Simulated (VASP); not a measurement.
Consider the following.

```
CELL_PARAMETERS angstrom
      1.54316    -2.67283     0.00000
      1.54316     2.67283     0.00000
      0.00000     0.00000     5.06794
ATOMIC_POSITIONS crystal
  Si 0.66667 0.33333 0.49967
  Si 0.33333 0.66667 0.99967
  C  0.66667 0.33333 0.87533
  C  0.33333 0.66667 0.37533
```

Calculation: rev-vdW-DF2, VASP's PBE PAW potentials (set 64) (plane waves; VASP). Settings: 520 eV cut-off, 9×9×5 Γ-centred mesh, tetrahedra with Blöchl corrections, potentials Si C.

Question: Tabulate the total density of states (states/eV per cell) against energy (eV; zero at the valence-band maximum or, without a gap, the Fermi level).

Answer: 
(E (eV), DOS (states/eV)): (-9.97, 0.00); (-9.73, 0.00); (-9.61, 0.00); (-9.37, 0.00); (-9.13, 0.00); (-9.01, 0.00); (-8.77, 0.00); (-8.53, 0.01); (-8.41, 0.03); (-8.17, 0.57); (-7.93, 0.84); (-7.81, 1.18); (-7.57, 1.80); (-7.33, 2.03); (-7.21, 1.66); (-6.97, 1.10); (-6.73, 0.88); (-6.61, 0.91); (-6.37, 1.06); (-6.13, 1.18); (-6.01, 1.12); (-5.77, 1.04); (-5.65, 1.05); (-5.41, 1.63); (-5.17, 1.16); (-5.05, 1.09); (-4.81, 1.08); (-4.57, 1.17); (-4.45, 1.25); (-4.21, 1.54); (-3.97, 1.64); (-3.85, 1.57); (-3.61, 1.90); (-3.37, 1.81); (-3.25, 2.00); (-3.01, 1.87); (-2.77, 2.22); (-2.65, 2.36); (-2.41, 2.34); (-2.17, 2.06); (-2.05, 2.03); (-1.81, 3.74); (-1.57, 2.16); (-1.45, 1.97); (-1.21, 1.55); (-0.97, 1.11); (-0.85, 0.97); (-0.61, 0.77); (-0.37, 0.42); (-0.25, 0.32); (-0.01, 0.02); (0.23, 0.00); (0.35, 0.00); (0.59, 0.00); (0.83, 0.00); (0.95, 0.00); (1.19, 0.00); (1.43, 0.00); (1.55, 0.00); (1.79, 0.00); (1.91, 0.00); (2.15, 0.00); (2.39, 0.00); (2.51, 0.01); (2.75, 0.06); (2.99, 0.23); (3.11, 0.53); (3.35, 0.86); (3.59, 1.31); (3.71, 1.41); (3.95, 1.34); (4.19, 1.55); (4.31, 1.53); (4.55, 1.61); (4.79, 1.24); (4.91, 1.27); (5.15, 1.51); (5.39, 1.45); (5.51, 1.61); (5.75, 1.15)
Within 2 eV below the valence-band maximum the largest weight inside VASP's projection spheres is C p, then Si p.

The compound is SiC in the wurtzite structure, the rare 2H polytype. It was relaxed first.
